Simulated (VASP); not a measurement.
The system is MgO (Periclase).

```
Mg O
1.0
     0.00000    2.10392    2.10392
     2.10392    0.00000    2.10392
     2.10392    2.10392    0.00000
Mg O
1 1
Direct
  0.00000 0.00000 0.00000
  0.50000 0.50000 0.50000
```

Program: VASP 6.6.1. Alike in all runs: task band structure; no spin polarisation; cell as given; k mesh 12 × 12 × 12; cutoff (eV) 520; smearing gaussian 0.03 eV.

Order these runs on this cell by their band gap on the k mesh, lowest first.
A. level LDA; potentials or basis VASP PAW LDA potentials, release 64 (Mg, O)
B. level TB-mBJ; potentials or basis VASP PAW PBE potentials, release 64 (Mg, O)
C. level r2SCAN; potentials or basis VASP PAW PBE potentials, release 64 (Mg, O)

A (4.69 eV), C (5.63 eV), B (6.80 eV).

Runs at the PBE level aren't shown here.
